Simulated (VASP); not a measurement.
These are LDA (Ceperley-Alder, Perdew-Zunger), VASP's LDA PAW potentials (set 64) (plane waves; VASP 6.6.1) values and carry that method's errors.

VASP input:

POSCAR:
```
CsSnI3
1.0
  6.0464429904   0.0000000000   0.0000000000
  0.0000000000   6.0464429904   0.0000000000
  0.0000000000   0.0000000000   6.0464429904
Cs Sn I
1 1 3
Direct
  0.5000000000   0.5000000000   0.5000000000
  0.0000000000   0.0000000000   0.0000000000
  0.5000000000   0.0000000000   0.0000000000
  0.0000000000   0.5000000000   0.0000000000
  0.0000000000   0.0000000000   0.5000000000
```

INCAR:
```
ALGO=Normal
EDIFF=1E-6
EDIFFG=-0.02
ENCUT=400
IBRION=2
ISIF=3
ISMEAR=1
LASPH=T
LCHARG=F
LMAXMIX=4
LREAL=F
LWAVE=F
NELM=100
NSW=60
PREC=Accurate
SIGMA=0.1
SYSTEM=CsSnI3
```

### KPOINTS
```
Automatic
0
Gamma
5 5 5
0 0 0
```

POTCAR, in this order: Cs_sv Sn_d I (LDA.64 set). Program: vasp_std.

What VASP printed:

### OUTCAR
```
 ion  position               nearest neighbor table
   1  0.500  0.500  0.500-
   2  0.000  0.000  0.000-   3 3.02   4 3.02   5 3.02   5 3.02   4 3.02   3 3.02
   3  0.500  0.000  0.000-   2 3.02   2 3.02
   4  0.000  0.500  0.000-   2 3.02   2 3.02
   5  0.000  0.000  0.500-   2 3.02   2 3.02
  LATTYP: Found a simple cubic cell.
 ALAT       =     6.0464429904
 Subroutine PRICEL returns:
 Original cell was already a primitive cell.
 Subroutine GETGRP returns: Found 48 space group operations
The static configuration has the point symmetry O_h .
The dynamic configuration has the point symmetry O_h .
 Subroutine INISYM returns: Found 48 space group operations
 Subroutine IBZKPT returns following result:
 Found     10 irreducible k-points:

 Following reciprocal coordinates:
            Coordinates               Weight
  0.000000  0.000000  0.000000      1.000000
  0.200000  0.000000  0.000000      6.000000
  0.400000  0.000000  0.000000      6.000000
  0.200000  0.200000  0.000000     12.000000
  0.400000  0.200000  0.000000     24.000000
  0.400000  0.400000  0.000000     12.000000
  0.200000  0.200000  0.200000      8.000000
  0.400000  0.200000  0.200000     24.000000
  0.400000  0.400000  0.200000     24.000000
  0.400000  0.400000  0.400000      8.000000
   k-points           NKPTS =     10   k-points in BZ     NKDIM =     10   number of bands    NBANDS=     26
   number of dos      NEDOS =    301   number of ions     NIONS =      5
   total plane-waves  NPLWV =  64000
   dimension x,y,z NGX =    40 NGY =   40 NGZ =   40
   dimension x,y,z NGXF=    80 NGYF=   80 NGZF=   80
   ions per type =               1   1   3
   PREC   = accura    normal or accurate (medium, high low for compatibility)
   ISTART =      0    job   : 0-new  1-cont  2-samecut
   ICHARG =      2    charge: 1-file 2-atom 10-const
   ISPIN  =      1    spin polarized calculation?
   LNONCOLLINEAR =      F non collinear calculations
...
```

File OSZICAR:
```
       N       E                     dE             d eps       ncg     rms          rms(c)
DAV:   1     0.315288317864E+03    0.31529E+03   -0.16068E+04   520   0.126E+03
DAV:   2     0.194833121246E+02   -0.29581E+03   -0.29046E+03   634   0.286E+02
DAV:   3    -0.150677406017E+02   -0.34551E+02   -0.34412E+02   618   0.114E+02
DAV:   4    -0.163048329443E+02   -0.12371E+01   -0.12360E+01   670   0.251E+01
DAV:   5    -0.163423981561E+02   -0.37565E-01   -0.37559E-01   784   0.393E+00    0.519E+00
DAV:   6    -0.161761081596E+02    0.16629E+00   -0.31145E-01   698   0.329E+00    0.343E+00
DAV:   7    -0.161519681866E+02    0.24140E-01   -0.22888E-01   720   0.213E+00    0.727E-01
DAV:   8    -0.161486725143E+02    0.32957E-02   -0.37589E-02   618   0.128E+00    0.235E-01
DAV:   9    -0.161485914603E+02    0.81054E-04   -0.21115E-03   724   0.345E-01    0.565E-02
DAV:  10    -0.161485810738E+02    0.10386E-04   -0.15315E-04   700   0.666E-02    0.303E-02
DAV:  11    -0.161485754252E+02    0.56486E-05   -0.10407E-04   718   0.701E-02    0.254E-02
DAV:  12    -0.161485725772E+02    0.28479E-05   -0.16766E-05   626   0.208E-02    0.154E-02
DAV:  13    -0.161485724553E+02    0.12191E-06   -0.10678E-06   482   0.646E-03
   1 F= -.16148572E+02 E0= -.16148696E+02  d E =-.161486E+02
       N       E                     dE             d eps       ncg     rms          rms(c)
DAV:   1    -0.161858240630E+02   -0.37251E-01   -0.74770E-01   660   0.781E+00    0.103E+00
DAV:   2    -0.161579561992E+02    0.27868E-01   -0.50946E-02   630   0.210E+00    0.428E-01
DAV:   3    -0.161512164512E+02    0.67397E-02   -0.19983E-02   692   0.114E+00    0.165E-01
DAV:   4    -0.161509445539E+02    0.27190E-03   -0.53474E-04   590   0.156E-01    0.136E-01
DAV:   5    -0.161508174448E+02    0.12711E-03   -0.21413E-04   788   0.119E-01    0.338E-02
DAV:   6    -0.161508125343E+02    0.49104E-05   -0.32404E-05   636   0.553E-02    0.476E-03
DAV:   7    -0.161508123598E+02    0.17458E-06   -0.13583E-06   396   0.697E-03
   2 F= -.16150812E+02 E0= -.16150936E+02  d E =-.223990E-02
```

File OUTCAR:
```
------------------------ aborting loop because EDIFF is reached ----------------------------------------
  FORCE on cell =-STRESS in cart. coord.  units (eV):
  Direction    XX          YY          ZZ          XY          YZ          ZX
  --------------------------------------------------------------------------------------
  Total       -0.0506330     -0.0506330     -0.0506330     -0.0000000     -0.0000000      0.0000000
  in kB       -0.3709329     -0.3709329     -0.3709329     -0.0000000     -0.0000000      0.0000000
  external PRESSURE =      -0.3709329 kB  Pullay stress =       0.0000000 kB
  volume of cell :      218.70
      direct lattice vectors                 reciprocal lattice vectors
     6.024898276  0.000000000  0.000000000     0.165977906  0.000000000 -0.000000000
    -0.000000000  6.024898276  0.000000000    -0.000000000  0.165977906 -0.000000000
     0.000000000  0.000000000  6.024898276    -0.000000000 -0.000000000  0.165977906
 POSITION                                       TOTAL-FORCE (eV/Angst)
 -----------------------------------------------------------------------------------
      3.01245      3.01245      3.01245        -0.000000      0.000000      0.000000
      0.00000      0.00000      0.00000         0.000000     -0.000000      0.000000
      3.01245      0.00000      0.00000         0.000000     -0.000000      0.000000
     -0.00000      3.01245      0.00000         0.000000     -0.000000      0.000000
      0.00000      0.00000      3.01245         0.000000      0.000000      0.000000
 -----------------------------------------------------------------------------------
    total drift:                               -0.000000      0.000000     -0.000000
  FREE ENERGIE OF THE ION-ELECTRON SYSTEM (eV)
  ---------------------------------------------------
  free  energy   TOTEN  =       -16.1508123598 eV

  energy  without entropy=      -16.1511834584  energy(sigma->0) =      -16.15093606

 reached required accuracy - stopping structural energy minimisation
```
(Selected blocks of OUTCAR.)

**CONTCAR**
```
CsSnI3
   1.00000000000000
     6.0248982757213145    0.0000000000000000    0.0000000000000000
    -0.0000000000000000    6.0248982757213145    0.0000000000000000
     0.0000000000000000    0.0000000000000000    6.0248982757213145
  Cs              Sn              I
     1     1     3
Direct
     0.5000000000000000    0.5000000000000000    0.5000000000000000
     0.0000000000000000    0.0000000000000000    0.0000000000000000
     0.5000000000000000    0.0000000000000000    0.0000000000000000
     0.0000000000000000    0.5000000000000000    0.0000000000000000
     0.0000000000000000    0.0000000000000000    0.5000000000000000
```

The structure comes from a computed database's CsSnI3 entry (Pm-3m); how it stands against other phases isn't given here. This run relaxes it. Symmetry was kept, so distortions that lower it aren't found. The start is the result of an earlier pass.
